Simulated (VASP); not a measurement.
Calculation: revTPSS meta-GGA, VASP's PBE PAW potentials (set 64) (plane waves; VASP 6.6.1).

A VASP calculation is set up with these files.

KPOINTS_OPT:
```
k-points along high-symmetry lines
6
Line-mode
Reciprocal
  0.000000   0.000000   0.000000 ! GAMMA
  0.500000   0.000000   0.000000 ! M

  0.500000   0.000000   0.000000 ! M
  0.333333   0.333333   0.000000 ! K

  0.333333   0.333333   0.000000 ! K
  0.000000   0.000000   0.000000 ! GAMMA

  0.000000   0.000000   0.000000 ! GAMMA
  0.000000   0.000000   0.500000 ! A

  0.000000   0.000000   0.500000 ! A
  0.500000   0.000000   0.500000 ! L

  0.500000   0.000000   0.500000 ! L
  0.333333   0.333333   0.500000 ! H

  0.333333   0.333333   0.500000 ! H
  0.000000   0.000000   0.500000 ! A

  0.500000   0.000000   0.500000 ! L
  0.500000   0.000000   0.000000 ! M

  0.333333   0.333333   0.500000 ! H
  0.333333   0.333333   0.000000 ! K
```

**INCAR**
```
# general
SYSTEM  = La2O3
PREC    = Accurate
ENCUT   = 520
LREAL   = .FALSE.
LASPH   = .TRUE.

# electronic loop
EDIFF   = 1E-7
NELM    = 100
ALGO    = Normal
LMAXMIX = 6
LMIXTAU = .TRUE.

# smearing
ISMEAR  = -5

# functional
METAGGA = RTPSS

# ions
ISIF    = 2

# output
LWAVE   = .FALSE.
LCHARG  = .FALSE.
LORBIT  = 11
NEDOS   = 601

# other
LEFG    = .TRUE.
```

**KPOINTS**
```
Automatic mesh
0
Gamma
7 7 4
0 0 0
```

### POSCAR
```
La2O3
1
    1.9698778566    -3.4119284414    -0.0000000000
    1.9698778566     3.4119284414    -0.0000000000
   -0.0000000000    -0.0000000000     6.0713356242
La O
2 3
Direct
  0.3333330000   0.6666670000   0.2450592008
  0.6666670000   0.3333330000   0.7549407992
  1.0000000000   1.0000000000   0.0000000000
  0.3333330000   0.6666670000   0.6466471750
  0.6666670000   0.3333330000   0.3533528250
```

POTCAR, in this order: La O (PBE.64 set). Program: vasp_std.

Q: Predict the energy per atom (σ→0), band gap (over mesh and band path).

A: 
```json
{
  "energy per atom (σ→0)": "-0.070 eV/atom",
  "band gap (over mesh and band path)": "3.89 eV"
}
```

### OSZICAR
```
...
DAV:  30    -0.351437320054E+00   -0.97052E-06   -0.12448E-06  2032   0.101E-02    0.308E-03
DAV:  31    -0.351436997317E+00    0.32274E-06   -0.19685E-07  1256   0.485E-03    0.155E-03
DAV:  32    -0.351437731241E+00   -0.73392E-06   -0.68259E-08  1144   0.575E-03    0.122E-03
DAV:  33    -0.351437562897E+00    0.16834E-06   -0.70230E-08  1344   0.425E-03    0.558E-04
DAV:  34    -0.351437597476E+00   -0.34579E-07   -0.39650E-08  1064   0.515E-03
   1 F= -.35143760E+00 E0= -.35143760E+00  d E =0.000000E+00
       N       E                     dE             ncg
       N       E                     dE             ncg
```

The compound is La2O3 in the a-type structure. It was relaxed first.
